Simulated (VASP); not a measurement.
VASP runs on HfSb (a trial cell in the CsCl structure, space group Pm-3m) share one base input (PBE GGA, plane waves, VASP's PBE PAW potentials (set 64)) and change the settings named in each case.

### POSCAR
```
HfSb
1
    3.5715120000     0.0000000000     0.0000000000
    0.0000000000     3.5715120000     0.0000000000
    0.0000000000     0.0000000000     3.5715120000
Hf Sb
1 1
Direct
  0.0000000000   0.0000000000   0.0000000000
  0.5000000000   0.5000000000   0.5000000000
```

### KPOINTS
```
Automatic mesh
0
Gamma
 9 9 9
```

### INCAR
```
SYSTEM = HfSb
PREC = Accurate; ENCUT = 400; LREAL = .False.
LASPH = .True.
EDIFF = 1E-6; NELM = 100; ALGO = Normal
LMAXMIX = 6
ISMEAR = 1; SIGMA = 0.1
GGA = PE
ISIF = 2
LWAVE = .False.; LCHARG = .False.
```

POTCAR, in this order: Hf_pv Sb (PBE.64 set). Program: vasp_std.

```tsv
change	E(σ→0) (eV/atom)	pressure (GPa)
base run	-7.3202	-2.44
IVDW = 13	-7.7152	-5.22
IVDW = 12	-7.8463	…
IVDW = 11	-7.6826	-5.86
GGA = PS	-7.8741	-6.46
```

**Question.** What belongs in the gaps?

**Answer.** 
- IVDW = 12, pressure (GPa): -6.31

Energies of different potentials or functionals have different zeros. Unless said otherwise, spin-orbit coupling is left out, though it shifts the bands of the heavy elements here.

Left out are runs that ran out of time, are held back, or changed the cell or the kind of run, fixed moments of cells without a moment, rows past the twelfth, gaps on odd meshes, pressures of charged cells and columns that move by less than the noise.

The structure was generated: HfSb was put into the CsCl type (Pm-3m), which need not be its known phase. The cell was not relaxed at this level. The electron count is odd and the run is not spin-polarised, which forces a metal.
